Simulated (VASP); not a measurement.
## How uniaxial stress along [001] changes V

How do stress and energy of V follow uniaxial stress along [001]?

Method: PBEsol, no spin polarisation; plane waves and PAW (V_sv), in the first sound run; inputs show where later runs differ, in VASP 6.6.1.

## 1. Set-up

Symmetry: Im-3m, No. 229, cubic system. The conventional cell has a = 3.020 Å, b = 3.020 Å, c = 3.020 Å, α = 90.00°, β = 90.00°, γ = 90.00°. Nearest to V lie 8 V at 2.62 Å.

## 2. Relax the crystal, PBEsol

The series starts from the cell that this level prefers, so that zero strain is near zero stress.

This step took 2 runs in a row; the last is shown.

Level: PBEsol, no spin polarisation; plane waves and PAW (V_sv).

INCAR

```
SYSTEM = V
PREC = Accurate
ENCUT = 450
EDIFF = 1E-07
NELM = 120
ISMEAR = 1
SIGMA = 0.15
LREAL = .FALSE.
ALGO = Normal
GGA = PS
NBANDS = 12
LASPH = .TRUE.
LORBIT = 11
LWAVE = .FALSE.
LCHARG = .FALSE.
KPAR = 8
IBRION = 2
NSW = 40
ISIF = 3
EDIFFG = -0.005
POTIM = 0.4
```

POSCAR

```
V
1.0
   -1.4786221973      1.4786221973      1.4786221973
    1.4786221973     -1.4786221973      1.4786221973
    1.4786221973      1.4786221973     -1.4786221973
V
1
Direct
    0.0000000000      0.0000000000      0.0000000000
```

KPOINTS

```
Automatic mesh
0
Gamma
27 27 27
0 0 0
```

Potentials, in the order of the species: V_sv (PBE family, release 64).

Run with:

```bash
> mpirun -np 8 vasp_std
```

The log of the run:

```text
[banner, memory and clock lines left out]
running    8 mpi-ranks, on    1 nodes
[...]
|                                                                             |
|           W    W    AA    RRRRR   N    N  II  N    N   GGGG   !!!           |
|           W    W   A  A   R    R  NN   N  II  NN   N  G    G  !!!           |
|           W    W  A    A  R    R  N N  N  II  N N  N  G       !!!           |
|           W WW W  AAAAAA  RRRRR   N  N N  II  N  N N  G  GGG   !            |
|           WW  WW  A    A  R   R   N   NN  II  N   NN  G    G                |
|           W    W  A    A  R    R  N    N  II  N    N   GGGG   !!!           |
|                                                                             |
|     For optimal performance we recommend to set                             |
|       NCORE = 2 up to number-of-cores-per-socket                            |
|     NCORE specifies how many cores store one orbital (NPAR=cpu/NCORE).      |
|     This setting can greatly improve the performance of VASP for DFT.       |
[...]
DAV:   5    -0.963417359229E+01    0.11831E-06   -0.19186E-07 13260   0.621E-03    0.153E-03
DAV:   6    -0.963417338935E+01    0.20294E-06   -0.14330E-08  7032   0.193E-03    0.142E-04
DAV:   7    -0.963417341350E+01   -0.24153E-07   -0.94877E-10  6788   0.442E-04
   2 F= -.96341734E+01 E0= -.96342034E+01  d E =0.435011E-05
 trial-energy change:    0.000004  1 .order    0.000001   -0.000093    0.000095
 step:   0.4677(harm=  0.4955)  dis= 0.00000  next Energy=    -9.634199 (dE=-0.214E-04)
[...]
N       E                     dE             d eps       ncg     rms          rms(c)
DAV:   1    -0.963488631638E+01   -0.71293E-03   -0.10952E-02 13456   0.179E+00    0.298E-01
DAV:   2    -0.963420964725E+01    0.67667E-03   -0.16819E-03 13520   0.678E-01    0.591E-02
DAV:   3    -0.963420163026E+01    0.80170E-05   -0.86411E-06 14076   0.364E-02    0.331E-02
DAV:   4    -0.963419775320E+01    0.38771E-05   -0.58140E-06 14136   0.271E-02    0.192E-03
DAV:   5    -0.963419788930E+01   -0.13611E-06   -0.53632E-08  9436   0.340E-03    0.748E-04
DAV:   6    -0.963419797900E+01   -0.89697E-07   -0.67063E-09  6732   0.135E-03
   3 F= -.96341980E+01 E0= -.96342282E+01  d E =-.202154E-04
[...]
reached required accuracy - stopping structural energy minimisation
```

Wall time 17 s (8 MPI ranks of Intel Xeon Platinum 8259CL at 2.50GHz (Skylake/Cascade Lake), shared host); peak memory 1.4 GiB; 2.1 min of CPU time.

The logs omit lines about the potential files and the build; timing stands in the text.

From OUTCAR (step 2):

```text
  Total       -0.0003184     -0.0003184     -0.0003184     -0.0000000      0.0000000     -0.0000000
  in kB       -0.0395055     -0.0395055     -0.0395055     -0.0000000      0.0000000     -0.0000000
  external PRESSURE =      -0.0395055 kB  Pullay stress =       0.0000000 kB

 POSITION                                       TOTAL-FORCE (eV/Angst)
 -----------------------------------------------------------------------------------
      0.00000     -0.00000      0.00000         0.000000     -0.000000      0.000000
 -----------------------------------------------------------------------------------
    total drift:                                0.000000      0.000000      0.000000

  FREE ENERGIE OF THE ION-ELECTRON SYSTEM (eV)
  ---------------------------------------------------
  free  energy   TOTEN  =        -9.6341979790 eV

  energy  without entropy=       -9.6342886283  energy(sigma->0) =       -9.63422820

 reached required accuracy - stopping structural energy minimisation

[... 3 further parts left out ...]
[key lines of the parts left out:]
E-fermi :  10.0937
```

Numbers from this step:

| Quantity | Value |
| --- | --- |
| energy(sigma→0) of the program | -9.6342 eV |
| stress, compression positive | xx, yy, zz 0.00, 0.00, 0.00 GPa |
| volume | 12.911 Å³ |
| ionic steps | 3 |

## 3. Strain across the axis, PBEsol

One member in full: the axis is strained by -1 %, and the two directions across it are strained alike until their mean stress is under 0.012 GPa or five steps are spent.

This step took 3 runs, each at a new trial strain with the atoms of the one before; the last is shown.

Level: PBEsol, no spin polarisation; plane waves and PAW (V_sv).

INCAR, as its differences from that of step 2:

```diff
@@ -15,7 +15,7 @@
 LCHARG = .FALSE.
-KPAR = 8
-IBRION = 2
-NSW = 40
-ISIF = 3
-EDIFFG = -0.005
-POTIM = 0.4
+KPAR = 2
+IBRION = 1
+NSW = 25
+ISIF = 2
+EDIFFG = -0.004
+POTIM = 0.3
```

POSCAR

```
V
1.0
   -1.4827495050      1.4827495050      1.4630864920
    1.4827495050     -1.4827495050      1.4630864920
    1.4827495050      1.4827495050     -1.4630864920
V
1
Direct
    0.0000000000      0.0000000000      0.0000000000
```

KPOINTS is that of step 2.

Run with:

```bash
> mpirun -np 2 vasp_std
```

The log of the run:

```text
[banner, memory and clock lines left out]
running    2 mpi-ranks, on    1 nodes
[...]
[... a notice as in an earlier step ...]

 LDA part: xc-table for (Slater+PW92), standard interpolation
 POSCAR, INCAR and KPOINTS ok, starting setup
[...]
entering main loop
       N       E                     dE             d eps       ncg     rms          rms(c)
DAV:   1     0.813319762824E+02    0.81332E+02   -0.65141E+03 35468   0.108E+03
DAV:   2    -0.997995877194E+01   -0.91312E+02   -0.88592E+02 36160   0.311E+02
DAV:   3    -0.111155498087E+02   -0.11356E+01   -0.11331E+01 39060   0.405E+01
DAV:   4    -0.111209432043E+02   -0.53934E-02   -0.53933E-02 38020   0.295E+00
[...]
DAV:   9    -0.963306629208E+01   -0.43084E-04   -0.12797E-04 36364   0.168E-01    0.471E-02
DAV:  10    -0.963307289954E+01   -0.66075E-05   -0.57535E-06 38004   0.351E-02    0.395E-03
DAV:  11    -0.963307295148E+01   -0.51939E-07   -0.64016E-07 36884   0.133E-02
   1 F= -.96330730E+01 E0= -.96331022E+01  d E =-.963307E+01
 BRION: g(F)=  0.113E-61 g(S)=  0.000E+00
 reached required accuracy - stopping structural energy minimisation
```

The job ended after 55 s (2 MPI ranks; peak memory 0.53 GiB; 1.7 min of CPU time).

From OUTCAR (step 3):

```text
  Total       -0.0000230     -0.0000230      0.1592474      0.0000000     -0.0000000      0.0000000
  in kB       -0.0028669     -0.0028669     19.8297561      0.0000000     -0.0000000      0.0000000
  external PRESSURE =       6.6080075 kB  Pullay stress =       0.0000000 kB

 POSITION                                       TOTAL-FORCE (eV/Angst)
 -----------------------------------------------------------------------------------
      0.00000      0.00000      0.00000        -0.000000      0.000000      0.000000
 -----------------------------------------------------------------------------------
    total drift:                                0.000000      0.000000      0.000000

  FREE ENERGIE OF THE ION-ELECTRON SYSTEM (eV)
  ---------------------------------------------------
  free  energy   TOTEN  =        -9.6330729515 eV

  energy  without entropy=       -9.6331606952  energy(sigma->0) =       -9.63310220

[... 1 part as in an earlier step ...]

[... 3 further parts left out ...]
[key lines of the parts left out:]
E-fermi :  10.1392
```

Read from the output:

| Item | Value |
| --- | --- |
| energy(sigma→0) of the program | -9.6331 eV |
| stress, compression positive | xx, yy, zz 0.00, 0.00, 1.98 GPa |
| ionic steps | 1 |

## 4. All members

The other members went through these steps as far as the tables show, with the same cutoff and, step by step, the same mesh; 25 runs are not shown. The session took 0.86 core hours (wall time by ranks) on a shared machine.

| strain along the axis (%) | strain across the axis (%) | stress along the axis, tension positive (GPa) | energy above the unstrained row, extrapolated to no smearing (meV/atom) |
| --- | --- | --- | --- |
| -2.000 | 0.683 | -4.005 | 3.705 |
| -1.500 | 0.505 | -2.995 | 2.152 |
| -1.000 | 0.331 | -1.983 | 1.025 |
| -0.500 | 0.159 | -0.978 | 0.313 |
| 0 | -0.010 | 0.015 | 0.000 |
| 0.500 | -0.175 | 0.996 | 0.083 |
| 1.000 | -0.342 | ? | ? |
| 1.500 | -0.504 | 2.879 | 1.386 |
| 2.000 | -0.666 | 3.786 | 2.582 |

## 5. Stress from the known rows

A least-squares parabola through the 8 rows shown, with e the strain in %: stress = − 0.03095 e² + 1.953 e + 0.01258 (GPa), r.m.s. residual 0.0096 GPa.

At e = 1 this predicts 1.935 GPa.

## 6. The withheld row

The calculation gives 1.946 GPa, so the prediction is 0.011 GPa too low, within twice the residual of the fit.

Slopes at zero strain, from cubics through all rows: strain ratio -0.335, stress over strain 197 GPa.

## 7. Outcome

```yaml
error_of_the_predicted_stress: -0.011 GPa
poisson_ratio: 0.335
young_s_modulus_along_the_axis: 197 GPa
```

As a check, the curvature of the energy gives 195 GPa for the same modulus (energy per volume = E/2 × strain²), 1 % from the slope of the stress. The energy also has a linear term worth 0.28 GPa that the stress column lacks, a mark of the finite basis or of the smearing. These are static values: temperature and zero-point motion are left out. In a metal the slopes also depend on mesh and smearing, which were held through the series.

[Lines on the potential files, build, host, timing and source positions are cut from VASP's logs without a mark.]

[Logs are printed without paths, hosts, clocks, repeated set-up lines and the standing remarks that a program may print on its own settings, such as how far it seeks lower states.]

[Hosts, paths, dates, database ids (printed as entryN), source tags and the programs' standing remarks are cut or masked in the printed files.]

[In band tables of VASP the shares of atoms and orbitals are scaled to a sum of 1 inside the atoms' spheres.]
